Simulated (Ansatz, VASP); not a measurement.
# Equation of state of SiO under PBE

Symmetry: F-43m, No. 216, cubic system. Conventional cell: a = 4.867 Å, b = 4.867 Å, c = 4.867 Å, α = 90.00°, β = 90.00°, γ = 90.00°. Si (site symmetry -43m) is surrounded by 4 O at 2.11 Å. Around O (site symmetry -43m) lie 4 Si at 2.11 Å.

The cell comes from a database or a generator and needn't be the stable form of this composition.

The cell was scaled at fixed shape and fractions and run with VASP, PBE PAW files O, Si, 520 eV; PBE, k mesh 9 × 9 × 9 on the cell of 2 atoms, fermi-dirac occupations of 0.05 eV, no spin polarisation, no spin-orbit coupling. Energies are those that the program minimises, any entropy of the smearing included. For a metal such a mesh isn't converged to the digits shown.

```csv
V (Å³/atom),energy over the lowest row (meV/atom)
13.5487,11.787
13.8369,5.235
14.1252,?
14.4135,0.000
14.7018,0.900
14.9900,3.827
15.2783,8.705
```

Q: Fit the third-order Birch-Murnaghan form, give V0, B0 and B′, and predict the energy left open.

A: With y = (V0/V)^(2/3), E = E0 + (9 V0 B0/16) [(y - 1)³ B′ + (y - 1)² (6 - 4y)]. Least squares through the rows shown give V0 = 14.4412 Å³/atom, E0 = -0.007 meV, B0 = 62.46 GPa (1 eV/Å³ = 160.218 GPa) and B′ = 3.38, with a largest miss of 0.015 meV. At V = 14.1252 the form with these constants gives 1.385 meV; the run gave 1.380 meV an atom. Other set-ups at this level, from all their volumes (Å³/atom, GPa): Ansatz, Ansatz PAW (earlier soft set): V0 14.404, B0 62.42.
